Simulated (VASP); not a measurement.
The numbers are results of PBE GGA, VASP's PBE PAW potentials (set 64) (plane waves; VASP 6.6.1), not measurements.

VASP input:

File POSCAR:
```
Tl
3.4897720
  1.0000000000   0.0000000000   0.0000000000
 -0.5000000000   0.8660253449   0.0000000000
  0.0000000000   0.0000000000   1.6145295452
Tl
2
Cart
 -0.0000005000   0.5773505186   0.4036323863
  0.5000005000   0.2886748263   1.2108971589
```

### INCAR
```
SYSTEM  =  Tl
PREC  =  Accurate; ENCUT  =  300; LREAL  =  .False.
LASPH  =  .True.
EDIFF  =  1E-6; NELM  =  100; ALGO  =  Normal
LMAXMIX  =  4
ISMEAR  =  0; SIGMA  =  0.272
GGA  =  PE
ISIF  =  2
LWAVE  =  .False.; LCHARG  =  .False.
```

### KPOINTS
```
Automatic mesh
0
Gamma
7 7 4
0 0 0
```

POTCAR, in this order: Tl_d (PBE.64 set). Program: vasp_std.

What VASP printed:

File OSZICAR:
```
       N       E                     dE             d eps       ncg     rms          rms(c)
DAV:   1     0.879185587274E+02    0.87919E+02   -0.10864E+04   848   0.940E+02
DAV:   2    -0.303478745822E+01   -0.90953E+02   -0.90075E+02   897   0.223E+02
DAV:   3    -0.444177645945E+01   -0.14070E+01   -0.13930E+01   955   0.250E+01
DAV:   4    -0.445032208432E+01   -0.85456E-02   -0.85452E-02   917   0.199E+00
DAV:   5    -0.445040837706E+01   -0.86293E-04   -0.86293E-04   926   0.195E-01    0.291E+00
DAV:   6    -0.441259326073E+01    0.37815E-01   -0.73049E-02   855   0.223E+00    0.204E+00
DAV:   7    -0.440543484426E+01    0.71584E-02   -0.36784E-02   875   0.158E+00    0.612E-01
DAV:   8    -0.440477831261E+01    0.65653E-03   -0.32223E-03   854   0.459E-01    0.321E-02
DAV:   9    -0.440478515578E+01   -0.68432E-05   -0.17838E-05   982   0.376E-02    0.100E-02
DAV:  10    -0.440479088858E+01   -0.57328E-05   -0.59456E-06   829   0.215E-02    0.238E-03
DAV:  11    -0.440479111665E+01   -0.22807E-06   -0.41222E-07   474   0.547E-03
   1 F= -.44047911E+01 E0= -.43789945E+01  d E =-.515933E-01
```

File OUTCAR:
```
------------------------ aborting loop because EDIFF is reached ----------------------------------------
  FORCE on cell =-STRESS in cart. coord.  units (eV):
  Direction    XX          YY          ZZ          XY          YZ          ZX
  --------------------------------------------------------------------------------------
  Total        0.4548884      0.4548883      0.4917378      0.0000000      0.0000000      0.0000000
  in kB       12.2644382     12.2644365     13.2579516      0.0000000      0.0000000      0.0000000
  external PRESSURE =      12.5956088 kB  Pullay stress =       0.0000000 kB
  volume of cell :       59.42
      direct lattice vectors                 reciprocal lattice vectors
     3.489772000  0.000000000  0.000000000     0.286551672  0.165440696  0.000000000
    -1.744886000  3.022231000  0.000000000     0.000000000  0.330881392  0.000000000
     0.000000000  0.000000000  5.634340000     0.000000000  0.000000000  0.177483077
 POSITION                                       TOTAL-FORCE (eV/Angst)
 -----------------------------------------------------------------------------------
     -0.00000      2.01482      1.40858        -0.000000      0.000000      0.000000
      1.74489      1.00741      4.22575         0.000000      0.000000      0.000000
 -----------------------------------------------------------------------------------
    total drift:                               -0.000938      0.000542     -0.000257
  FREE ENERGIE OF THE ION-ELECTRON SYSTEM (eV)
  ---------------------------------------------------
  free  energy   TOTEN  =        -4.4047911166 eV

  energy  without entropy=       -4.3531978073  energy(sigma->0) =       -4.37899446
```
(Selected blocks of OUTCAR.)

At this cut-off the stress carries a Pulay error, which pulls relaxed volumes low.

The structure comes from a computed database's Tl entry; how it stands against other phases isn't given here. The cell was not relaxed at this level, and its volume differs by -5.9 % from the start's.
